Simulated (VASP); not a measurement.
An input for Quantum ESPRESSO's pw.x (written as the equivalent of a VASP run, and not itself run):

```
&CONTROL
  calculation = 'relax'
  pseudo_dir = './pseudo'
  outdir = './out'
  tprnfor = .true.
  tstress = .true.
  nstep = 50
  forc_conv_thr = 0.00019
/
&SYSTEM
  ibrav = 0
  nat = 3
  ntyp = 2
  ecutwfc = 72
  occupations = 'smearing'
  smearing = 'fermi-dirac'
  degauss = 0.00735
  input_dft = 'pbe'
/
&ELECTRONS
  conv_thr = 7.3e-11
  electron_maxstep = 100
/
&IONS
/
ATOMIC_SPECIES
  Sn 118.710 Sn.upf
  S 32.060 S.upf
CELL_PARAMETERS angstrom
     3.5496680    0.0000000    0.0000000
    -1.7748340    3.0741020    0.0000000
     0.0000000    0.0000000   16.9362990
ATOMIC_POSITIONS crystal
  Sn   0.0000000  0.0000000  0.5000000
  S    0.3333330  0.6666670  0.5866870
  S    0.6666670  0.3333330  0.4133130
K_POINTS automatic
  15 15 1 0 0 0
```

Q: Translate this input to VASP (INCAR, KPOINTS, POSCAR, choice of POTCAR).

A: Several could match; the one computed here: 
**POSCAR**
```
SnS2
1.0
  3.5496680000   0.0000000000   0.0000000000
 -1.7748340000   3.0741020000   0.0000000000
  0.0000000000   0.0000000000  16.9362990000
Sn S
1 2
Cart
  0.0000000000   0.0000000000   8.4681495000
 -0.0000017748   2.0494023580   9.9363064514
  1.7748357748   1.0246996420   6.9999925486
```

INCAR:
```
SYSTEM = SnS2
PREC = Accurate; ENCUT = 420; LREAL = .FALSE.
LASPH = .TRUE.
EDIFF = 1E-09; NELM = 100; ALGO = Normal
LMAXMIX = 4
ISMEAR = -1; SIGMA = 0.1
GGA = PE
IBRION = 2; NSW = 50; ISIF = 2
EDIFFG = -0.005
LWAVE = .FALSE.; LCHARG = .FALSE.
```

**KPOINTS**
```
Automatic mesh
0
Gamma
15 15 1
0 0 0
```

POTCAR, in this order: Sn_d S (PBE.64 set). Program: vasp_std.

Limits of the translation: the potentials are each code's own (VASP's PAW set, PseudoDojo norm-conserving files in pw.x), so ENCUT and ecutwfc are chosen apart and not converted; conv_thr bounds pw.x's estimated SCF error, while EDIFF bounds the energy change between steps; forc_conv_thr acts on force components and is met together with etot_conv_thr.

The cell is a sheet with vacuum, built from a generated structure.
